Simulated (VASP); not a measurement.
The system is TiN.

```
Ti N
1.0
     0.00000    2.10297    2.10297
     2.10297    0.00000    2.10297
     2.10297    2.10297    0.00000
Ti N
1 1
Cartesian
  0.0000 0.0000 0.0000
  2.1030 2.1030 2.1030
```

The cell is a database's computed one.

Base run:

- Program: VASP 6.6.1
- Functional: PBEsol
- Potentials or basis: VASP PAW PBE potentials, release 64 (Ti_sv, N_h)
- Cutoff: 900 eV
- k mesh: 18 × 18 × 18
- Occupations: gaussian, width 0.1 eV
- Spin: no spin polarisation

Its results: band gap on the k mesh none (metal or under the smearing width); pressure -0.2 GPa.

Question: The run is repeated on the same cell with these changes: functional from PBEsol to r2SCAN; potentials or basis from VASP PAW PBE potentials, release 64 (Ti_sv, N_h) to VASP PAW PBE potentials, release 64 (Ti_sv, N); cutoff from 900 eV to 520 eV. What comes out?

Answer: Band gap on the k mesh none (metal or under the smearing width); pressure 7.4 GPa.

Caveats: the PAW data sets were made with another functional, which shifts forces and pressure a little; the cutoff is under 1.25 times the usual one of these potentials, so pressure, stress and relaxed cells hold a basis-set (Pulay) error (some runs).
